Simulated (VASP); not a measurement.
Data:

```xyz
8
Lattice="5.8435 0.0000 0.0000 0.0000 3.7867 0.0000 0.0000 0.0000 6.2045" Properties=species:S:1:pos:R:3 pbc="T T T"
Ge     4.7562     2.8400     3.6483
Ge     1.0873     0.9467     2.5562
Ge     4.0091     0.9467     0.5461
Ge     1.8345     2.8400     5.6584
Pt     0.0108     2.8400     1.1957
Pt     5.8327     0.9467     5.0088
Pt     2.9109     0.9467     4.2979
Pt     2.9326     2.8400     1.9066
```

Calculation: PBE GGA, VASP's PBE PAW potentials (set 64) (plane waves; VASP 6.6.1). Numerical set-up: 300 eV cut-off, 3×5×3 Γ-centred mesh, Gaussian smearing of 0.27 eV, potentials Ge_d Pt.

At this cut-off the stress carries a Pulay error, which pulls relaxed volumes low. Energy and stress use the plane-wave basis of the starting cell.

The ions, cell shape and volume are relaxed. What does this cell relax into?

```xyz
8
Lattice="5.8730 0.0000 0.0000 0.0000 3.6962 0.0000 0.0000 0.0000 6.1917" Properties=species:S:1:pos:R:3 pbc="T T T"
Ge     4.7646     2.7721     3.6246
Ge     1.1084     0.9240     2.5671
Ge     4.0449     0.9240     0.5288
Ge     1.8281     2.7721     5.6629
Pt     0.0050     2.7721     1.2032
Pt     5.8680     0.9240     4.9885
Pt     2.9315     0.9240     4.2990
Pt     2.9415     2.7721     1.8926
```
Space group Pnma (62), at a tolerance of 0.03 Å.

How do energy and volume change from the first to the last step?

The energy (σ→0) changes by -7.5 meV/atom and the volume by -2.1 %, in 14 ionic steps.

The structure comes from a computed database's GePt entry; how it stands against other phases isn't given here. This run relaxes it. Symmetry was kept, so distortions that lower it aren't found. The k-mesh is coarse (spacing up to 0.36 per Å, 2π included), so the numbers may not be converged in it. The run is one of a series of settings (EDIFFG = -0.01, IBRION = 2, ISIF = 3, NSW = 50 against the base run), some of them coarse on purpose.
